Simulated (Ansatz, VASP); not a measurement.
# H51C25S10N15O23F10 in two plane-wave programs

Wanted: the spread between two codes on one cell, functional and k mesh. The cell is taken from a series of runs on this material, whose earlier steps may have relaxed, scaled, displaced or heated it; both programs get it as it stands.

Main program and level: Ansatz 0.2.0; plane waves, with VASP 6.6.1 beside it; single point at PBEsol.

### Step 1. Starting point

The cell holds 134 atoms: 25 C, 15 N, 51 H, 10 S, 23 O and 10 F. Cell: a = 11.759 Å, b = 11.759 Å, c = 11.759 Å, α = 90.0°, β = 90.0°, γ = 90.0°.

### Step 2. Ansatz: single point, PBEsol

Ansatz runs on its default PAW (the set named soft_2) files.

A single point gives forces, pressure and levels at one fixed geometry, so differences don't come from the geometry; what else differs is listed under the comparison.

Input file input.yaml:

```yaml
crystal:
  lattice:
    - [11.75894, 0.0, 0.0]
    - [0.0, 11.75894, 0.0]
    - [0.0, 0.0, 11.75894]
  atoms:
    - { symbol: C, position: [0.21966, 0.7641, 0.93053] }
    - { symbol: "N", position: [0.32254, 0.75953, 0.85885] }
    - { symbol: C, position: [0.32739, 0.71107, 0.75423] }
    - { symbol: C, position: [0.42214, 0.75485, 0.70423] }
    - { symbol: "N", position: [0.46034, 0.84302, 0.76979] }
    - { symbol: C, position: [0.53719, 0.92579, 0.72332] }
    - { symbol: C, position: [0.40254, 0.83769, 0.8672] }
    - { symbol: H, position: [0.20966, 0.83973, 0.98425] }
    - { symbol: H, position: [0.2211, 0.70249, 0.00015] }
    - { symbol: H, position: [0.14466, 0.76134, 0.88208] }
    - { symbol: H, position: [0.26509, 0.64431, 0.73519] }
    - { symbol: H, position: [0.46503, 0.74388, 0.61845] }
    - { symbol: H, position: [0.5275, 0.94974, 0.63093] }
    - { symbol: H, position: [0.62213, 0.90477, 0.74667] }
    - { symbol: H, position: [0.51995, 0.00161, 0.77146] }
    - { symbol: H, position: [0.40956, 0.89214, 0.94648] }
    - { symbol: C, position: [0.56074, 0.16251, 0.35414] }
    - { symbol: "N", position: [0.48565, 0.15671, 0.25331] }
    - { symbol: C, position: [0.52482, 0.14999, 0.13789] }
    - { symbol: C, position: [0.4279, 0.15702, 0.07876] }
    - { symbol: "N", position: [0.33935, 0.13069, 0.15176] }
    - { symbol: C, position: [0.2222, 0.11162, 0.1179] }
    - { symbol: C, position: [0.38001, 0.11562, 0.2565] }
    - { symbol: H, position: [0.63021, 0.09723, 0.34045] }
    - { symbol: H, position: [0.51154, 0.1298, 0.42149] }
    - { symbol: H, position: [0.58985, 0.24946, 0.37066] }
    - { symbol: H, position: [0.61045, 0.16179, 0.12543] }
    - { symbol: H, position: [0.40823, 0.17017, 0.99206] }
    - { symbol: H, position: [0.15926, 0.17255, 0.14422] }
    - { symbol: H, position: [0.18199, 0.03377, 0.15829] }
    - { symbol: H, position: [0.22659, 0.10683, 0.02074] }
    - { symbol: H, position: [0.3273, 0.10629, 0.33648] }
    - { symbol: C, position: [0.99935, 0.44535, 0.5384] }
    - { symbol: "N", position: [0.92541, 0.54464, 0.54381] }
    - { symbol: C, position: [0.83554, 0.56867, 0.47315] }
    - { symbol: C, position: [0.79068, 0.66812, 0.51121] }
    - { symbol: "N", position: [0.86646, 0.70887, 0.58993] }
    - { symbol: C, position: [0.83565, 0.81156, 0.64879] }
    - { symbol: C, position: [0.93545, 0.62825, 0.61882] }
    - { symbol: H, position: [0.97448, 0.4046, 0.62354] }
    - { symbol: H, position: [0.09226, 0.46452, 0.53375] }
    - { symbol: H, position: [0.97566, 0.38946, 0.4682] }
    - { symbol: H, position: [0.80387, 0.50734, 0.40994] }
    - { symbol: H, position: [0.73562, 0.72906, 0.47173] }
    - { symbol: H, position: [0.86252, 0.81809, 0.73586] }
    - { symbol: H, position: [0.74279, 0.824, 0.65979] }
    - { symbol: H, position: [0.87274, 0.88115, 0.60136] }
    - { symbol: H, position: [0.9962, 0.62998, 0.68803] }
    - { symbol: C, position: [0.23256, 0.36897, 0.86867] }
    - { symbol: "N", position: [0.35065, 0.40278, 0.84955] }
    - { symbol: C, position: [0.42675, 0.44886, 0.92913] }
    - { symbol: C, position: [0.5237, 0.47268, 0.86465] }
    - { symbol: "N", position: [0.49541, 0.46254, 0.75172] }
    - { symbol: C, position: [0.57927, 0.4863, 0.66254] }
    - { symbol: C, position: [0.39834, 0.40324, 0.7455] }
    - { symbol: H, position: [0.22309, 0.29172, 0.92084] }
    - { symbol: H, position: [0.19794, 0.33806, 0.78759] }
    - { symbol: H, position: [0.17447, 0.43804, 0.89465] }
    - { symbol: H, position: [0.41283, 0.45192, 0.02136] }
    - { symbol: H, position: [0.60458, 0.50906, 0.88513] }
    - { symbol: H, position: [0.6697, 0.4648, 0.67831] }
    - { symbol: H, position: [0.58164, 0.57399, 0.64815] }
    - { symbol: H, position: [0.55438, 0.44151, 0.58885] }
    - { symbol: H, position: [0.36609, 0.37014, 0.66695] }
    - { symbol: C, position: [0.01194, 0.73318, 0.22798] }
    - { symbol: "N", position: [0.95335, 0.84192, 0.24792] }
    - { symbol: C, position: [0.95192, 0.89216, 0.35368] }
    - { symbol: C, position: [0.91623, 0.00306, 0.331] }
    - { symbol: "N", position: [0.89799, 0.00744, 0.21675] }
    - { symbol: C, position: [0.84865, 0.1044, 0.16299] }
    - { symbol: C, position: [0.90723, 0.90919, 0.16832] }
    - { symbol: H, position: [0.1028, 0.75121, 0.24875] }
    - { symbol: H, position: [0.99797, 0.70098, 0.13891] }
    - { symbol: H, position: [0.98643, 0.66603, 0.29075] }
    - { symbol: H, position: [0.99227, 0.85179, 0.42694] }
    - { symbol: H, position: [0.91489, 0.0816, 0.3835] }
    - { symbol: H, position: [0.92372, 0.1481, 0.13665] }
    - { symbol: H, position: [0.79817, 0.15116, 0.22403] }
    - { symbol: H, position: [0.79339, 0.07493, 0.08798] }
    - { symbol: H, position: [0.88095, 0.88814, 0.08572] }
    - { symbol: "N", position: [0.56794, 0.69237, 0.23522] }
    - { symbol: S, position: [0.51382, 0.68205, 0.11546] }
    - { symbol: O, position: [0.57, 0.74045, 0.02819] }
    - { symbol: O, position: [0.39138, 0.67804, 0.09697] }
    - { symbol: F, position: [0.55744, 0.55378, 0.09877] }
    - { symbol: S, position: [0.56679, 0.82211, 0.27173] }
    - { symbol: O, position: [0.61656, 0.85228, 0.37873] }
    - { symbol: O, position: [0.586, 0.90906, 0.18256] }
    - { symbol: F, position: [0.43322, 0.84716, 0.29661] }
    - { symbol: "N", position: [0.91793, 0.39578, 0.04699] }
    - { symbol: S, position: [0.82986, 0.4286, 0.14095] }
    - { symbol: O, position: [0.71916, 0.3749, 0.11302] }
    - { symbol: O, position: [0.83307, 0.53716, 0.19764] }
    - { symbol: F, position: [0.86536, 0.34629, 0.24329] }
    - { symbol: S, position: [0.9024, 0.47635, 0.93369] }
    - { symbol: O, position: [0.90019, 0.6002, 0.94432] }
    - { symbol: O, position: [0.97429, 0.44339, 0.8422] }
    - { symbol: F, position: [0.77728, 0.44377, 0.88662] }
    - { symbol: "N", position: [0.08538, 0.04632, 0.60433] }
    - { symbol: S, position: [0.16303, 0.116, 0.52369] }
    - { symbol: O, position: [0.11722, 0.12774, 0.40429] }
    - { symbol: O, position: [0.28446, 0.1135, 0.53494] }
    - { symbol: F, position: [0.12847, 0.24183, 0.56229] }
    - { symbol: S, position: [0.14719, 0.93515, 0.64273] }
    - { symbol: O, position: [0.09604, 0.87549, 0.73707] }
    - { symbol: O, position: [0.1917, 0.85544, 0.55977] }
    - { symbol: F, position: [0.26098, 0.99454, 0.69416] }
    - { symbol: "N", position: [0.8411, 0.21268, 0.67855] }
    - { symbol: S, position: [0.8143, 0.1762, 0.80423] }
    - { symbol: O, position: [0.72424, 0.24419, 0.84704] }
    - { symbol: O, position: [0.90446, 0.15691, 0.88359] }
    - { symbol: F, position: [0.76044, 0.05552, 0.808] }
    - { symbol: S, position: [0.74264, 0.18444, 0.59592] }
    - { symbol: O, position: [0.63099, 0.19766, 0.64368] }
    - { symbol: O, position: [0.75815, 0.22873, 0.4832] }
    - { symbol: F, position: [0.75455, 0.05926, 0.57301] }
    - { symbol: "N", position: [0.3309, 0.46262, 0.25188] }
    - { symbol: S, position: [0.3801, 0.45767, 0.37796] }
    - { symbol: O, position: [0.31048, 0.49012, 0.47148] }
    - { symbol: O, position: [0.493, 0.50249, 0.38943] }
    - { symbol: F, position: [0.40572, 0.32621, 0.40334] }
    - { symbol: S, position: [0.20114, 0.43362, 0.24854] }
    - { symbol: O, position: [0.11411, 0.49468, 0.31921] }
    - { symbol: O, position: [0.16324, 0.41889, 0.1333] }
    - { symbol: F, position: [0.19332, 0.30559, 0.29676] }
    - { symbol: O, position: [0.40769, 0.17062, 0.71258] }
    - { symbol: H, position: [0.48776, 0.15854, 0.6866] }
    - { symbol: H, position: [0.35462, 0.15912, 0.64713] }
    - { symbol: O, position: [0.62295, 0.95831, 0.96235] }
    - { symbol: H, position: [0.59515, 0.93036, 0.0377] }
    - { symbol: H, position: [0.67659, 0.90135, 0.92903] }
    - { symbol: O, position: [0.74527, 0.75569, 0.89249] }
    - { symbol: H, position: [0.80748, 0.70231, 0.91512] }
    - { symbol: H, position: [0.67824, 0.7444, 0.9436] }
kpoints:
  mp_grid: { grid: [1, 1, 1] }
hamiltonian:
  xc: pbesol
scf:
  occupations: { method: fixed }
output:
  forces: true
```

The run is started by

```bash
ansatz run input.yaml --threads 4 --pin off --max-ram 8192MiB --backend cpu --events-out ev --progress --plain --runs-dir out
```

Numbers of over 12 decimals in the logs are rounded to 6 here.

The program printed:

```text
Engine: ansatz 0.2.0, aarch64-unknown-linux-gnu
Pseudopotentials: kind: paw
Pseudopotential: C, paw, valence charge 4, recommended cutoff 420 eV (normal), C.paw.azcp
Pseudopotential: N, paw, valence charge 5, recommended cutoff 420 eV (normal), N.paw.azcp
Pseudopotential: H, paw, valence charge 1, recommended cutoff 420 eV (normal), H.paw.azcp
Pseudopotential: S, paw, valence charge 6, recommended cutoff 420 eV (normal), S.paw.azcp
Pseudopotential: O, paw, valence charge 6, recommended cutoff 420 eV (normal), O.paw.azcp
Pseudopotential: F, paw, valence charge 7, recommended cutoff 420 eV (normal), F.paw.azcp
Functional definition: PBEsol
  exchange = pbesol_x
  correlation = pbesol_c
Crystal: 134 atoms, lattice volume = 1625.940 Å³
Basis set: ecut = 420 eV, 31799 PW (Γ), exchange–correlation on 160×160×160 points (8 copies of the dense FFT grid, shifted against one another)
Bands: 381, of which v1, the nominal top of the filled ones, is band 247 counted from 1 (246 counted from 0)
Symmetry: 1 space group operations
Space group: P1 (ITA 1), of the structure as read, at distance tolerance 1.2e-4 Å
k-points: 1
Non-local potential: C, projectors of the file, l = 0: 2, l = 1: 2, l = 2: 1
Non-local potential: N, projectors of the file, l = 0: 2, l = 1: 2, l = 2: 1
Non-local potential: H, projectors of the file, l = 0: 2, l = 1: 1
Non-local potential: S, projectors of the file, l = 0: 2, l = 1: 2, l = 2: 2
Non-local potential: O, projectors of the file, l = 0: 2, l = 1: 2, l = 2: 1
Non-local potential: F, projectors of the file, l = 0: 2, l = 1: 2, l = 2: 1
PAW form: soft (Blöchl's): semilocal exchange-correlation on the pseudo side does not see the compensation charge
PAW frozen core: C, regenerated for the run's functional, and the local potential with it (the file was generated under x = pbe(κ = 0.804, μ = 0.219515), c = pbe(β = 0.066725))
PAW frozen core: N, regenerated for the run's functional, and the local potential with it (the file was generated under x = pbe(κ = 0.804, μ = 0.219515), c = pbe(β = 0.066725))
PAW frozen core: S, regenerated for the run's functional, and the local potential with it (the file was generated under x = pbe(κ = 0.804, μ = 0.219515), c = pbe(β = 0.066725))
PAW frozen core: O, regenerated for the run's functional, and the local potential with it (the file was generated under x = pbe(κ = 0.804, μ = 0.219515), c = pbe(β = 0.066725))
PAW frozen core: F, regenerated for the run's functional, and the local potential with it (the file was generated under x = pbe(κ = 0.804, μ = 0.219515), c = pbe(β = 0.066725))
PAW one-centre angular grid: C, 110 points (default); XC on 64 Gauss nodes
PAW one-centre angular grid: N, 110 points (default); XC on 64 Gauss nodes
PAW one-centre angular grid: H, 110 points (default); XC on 64 Gauss nodes
PAW one-centre angular grid: S, 110 points (default); XC on 64 Gauss nodes
PAW one-centre angular grid: O, 110 points (default); XC on 64 Gauss nodes
PAW one-centre angular grid: F, 110 points (default); XC on 64 Gauss nodes
Initial density: superposition of atomic densities (neutral atoms: chi_scale 0, normalization atom), corrected by the library's trained network
Initial wavefunctions: pseudopotential atomic-orbital guess
Functional: x = pbesol(κ = 0.804, μ = 0.123457), c = pbesol(β = 0.046)
SCF iter   1: F=—  HF=-42375.825527 eV  |F-HF|=—  |Δ(HF+E_count)|=         —  Δρ=9.25e-3  dr2=1.19e0  ethr=1.77e-3  ⟨swp⟩=5.0  Hψ=1307  notcnv=0  defer=129
preconditioner: auto → Resta (q_TF=auto, 2.237 Å⁻¹)  ε∞=2.6  [insulator: Δε(μ)=3.866 eV  Ē_g=15.899 eV  n_scr=304 (ndim 8)  ℏωp=20.0 eV  f_vac=0.271  ε∞_Penn≈2.6]
SCF iter   2: F=—  HF=-42375.526327 eV  |F-HF|=—  |Δ(HF+E_count)|=   2.99e-1  Δρ=3.26e-3  dr2=1.68e-1  ethr=2.42e-4  ⟨swp⟩=2.0  Hψ=612  notcnv=0  defer=131
SCF iter   3: F=—  HF=-42375.527722 eV  |F-HF|=—  |Δ(HF+E_count)|=   1.39e-3  Δρ=1.55e-3  dr2=4.99e-2  ethr=3.40e-5  ⟨swp⟩=2.0  Hψ=484  notcnv=0  defer=73
automatic band count: iteration 3 solves 322 bands in place of 381: the levels show a gap, and the empty bands left out lie too high to hold charge; the band table lists the bands solved (type scf.n_extra_bands for more)
SCF iter   4: F=—  HF=-42375.529851 eV  |F-HF|=—  |Δ(HF+E_count)|=   2.13e-3  Δρ=7.31e-4  dr2=1.02e-2  ethr=1.01e-5  ⟨swp⟩=3.0  Hψ=477  notcnv=0  defer=73
SCF iter   5: F=—  HF=-42375.529397 eV  |F-HF|=—  |Δ(HF+E_count)|=   4.54e-4  Δρ=2.82e-4  dr2=1.58e-3  ethr=2.07e-6  ⟨swp⟩=2.0  Hψ=485  notcnv=0  defer=73
SCF iter   6: F=—  HF=-42375.529697 eV  |F-HF|=—  |Δ(HF+E_count)|=   2.99e-4  Δρ=1.31e-4  dr2=2.98e-4  ethr=3.19e-7  ⟨swp⟩=2.0  Hψ=476  notcnv=0  defer=73
SCF iter   7: F=—  HF=-42375.529725 eV  |F-HF|=—  |Δ(HF+E_count)|=   2.81e-5  Δρ=5.81e-5  dr2=5.47e-5  ethr=6.04e-8  ⟨swp⟩=3.0  Hψ=485  notcnv=0  defer=71
SCF iter   8: F=—  HF=-42375.529796 eV  |F-HF|=—  |Δ(HF+E_count)|=   7.12e-5  Δρ=1.94e-5  dr2=6.45e-6  ethr=1.11e-8  ⟨swp⟩=2.0  Hψ=544  notcnv=0  defer=71
SCF iter   9: F=—  HF=-42375.529800 eV  |F-HF|=—  |Δ(HF+E_count)|=   3.49e-6  Δρ=9.35e-6  dr2=1.43e-6  ethr=1.31e-9  ⟨swp⟩=2.0  Hψ=566  notcnv=0  defer=71
SCF iter  10: F=—  HF=-42375.529800 eV  |F-HF|=—  |Δ(HF+E_count)|=   7.04e-7  Δρ=3.43e-6  dr2=1.96e-7  ethr=2.89e-10  ⟨swp⟩=2.0  Hψ=487  notcnv=0  defer=71
SCF iter  11: F=-42375.529801 eV  HF=-42375.529801 eV  |F-HF|=4.04e-9  |Δ(HF+E_count)|=   1.13e-7  Δρ=1.56e-6  dr2=4.15e-8  ethr=2.02e-11  ⟨swp⟩=5.0  Hψ=1030  notcnv=0
SCF 1 converged in 11 iterations: F = -42375.529801 eV  dr2 = 4.15e-8
  greatest PAW one-centre occupation: 0.936 electrons in one spin orbital (limit 2), on the F atom at site 115 (counted from 0), in its partial waves of l = 0
SCF converged after 11 iterations
Free energy (F): -42375.529801 eV
Harris-Foulkes:  -42375.529801 eV  (|F-HF|=4.04e-9)
Internal energy: -42375.529801 eV  (E = F + TS)
E sigma→0 (E₀):  -42375.529801 eV
Fermi energy:    0.123781 eV
--- Per-component energies (eV) ---
  E_band       = -4169.325752
  E_kinetic    = 12218.768746
  E_local      = -43907.572515  (includes V_loc(G=0)·N_el)
  E_nonlocal   = 3576.573590
  E_hartree    = 16604.037267
  E_xc         = -5934.790045
  E_vxc        = -7212.774386  (∫ρ·V_xc dr)
  E_paw        = -15554.284926  (= ΣΔE_a)
  E_vpaw       = -2052.408220  (= ΣTr[D̂ρ^β])
  E_aug_tail   = 0.012048  (compensation charges beyond the density's cutoff)
  E_ewald      = -9381.078502
  E_core_change = 2.804536  (= ΣΔE_core)
  E_smearing   = -0.000000  (= −TS)
  E_closure    = -0.000000  (closes the sum)
  Σ components = -42375.529801   (vs F -42375.529801, Δ=0.00e0)
--- Forces (eV/Å), atoms counted from 1 ---
  atom   1  C      1.23395148    -0.36599594     1.79172020
  atom   2  N     -1.79467521     0.87487062     0.91000034
  atom   3  C      0.00381921    -1.45122712     0.01510636
  atom   4  C      0.26031098     0.06585916    -2.50713000
  atom   5  N     -0.18939465    -1.25888898    -0.43895301
  atom   6  C     -0.24677385     1.05201405     0.25379905
  atom   7  C      0.41889774     2.34942303     1.69156999
  atom   8  H      0.68384047     0.70199273    -0.56974204
  atom   9  H      0.13376346    -0.86190224    -0.37894905
  atom  10  H     -1.14707382    -0.34920993    -1.18828395
  atom  11  H      0.45628489     0.23540803    -0.39145126
  atom  12  H     -1.00804074    -0.07979004     1.14831304
  atom  13  H     -0.27230825    -0.91810752     0.83467284
  atom  14  H      1.17599719    -0.39838580    -0.05313510
  atom  15  H     -0.01319063     0.85415345     0.27294420
  atom  16  H      0.23261355    -0.54630978    -1.48581766
  atom  17  C      0.76101264    -1.09326723    -2.03461645
  atom  18  N      2.04086849    -2.64345896    -0.07155272
  atom  19  C     -2.21038527     2.04850102     3.09311684
  atom  20  C     -1.03041699    -1.13922698    -0.17155253
  atom  21  N     -1.09236110    -0.66443967     0.07910989
  atom  22  C     -0.11375991    -1.45037813    -1.44687756
  atom  23  C     -0.84334085     2.31680110     1.18258174
  atom  24  H     -0.37388222     0.98106286     0.13701480
[...]
atom 127  H     -0.93602161     0.43243360    -0.00437203
  atom 128  H      0.95915616    -0.17155684     0.53673721
  atom 129  O      0.02834631    -0.08931533     0.09389558
  atom 130  H      0.72915273    -0.10575356    -0.82276430
  atom 131  H     -0.48507819     0.46023313     0.76350998
  atom 132  O     -0.10860035     0.22930508    -0.04176219
  atom 133  H     -0.73876904     0.20451159     0.05282882
  atom 134  H      0.81377951    -0.37332711    -0.21425935
  max |Σ_I F_I| component: 7.76e-5 eV/Å
```

[end of part 1 of 2]

[Lines on the potential files, build, host, timing and source positions are cut from VASP's logs without a mark.]

[Logs are printed without paths, hosts, clocks, repeated set-up lines and the standing remarks that a program may print on its own settings, such as how far it seeks lower states.]

[Hosts, paths, dates, database ids (printed as entryN), source tags and the programs' standing remarks are cut or masked in the printed files.]
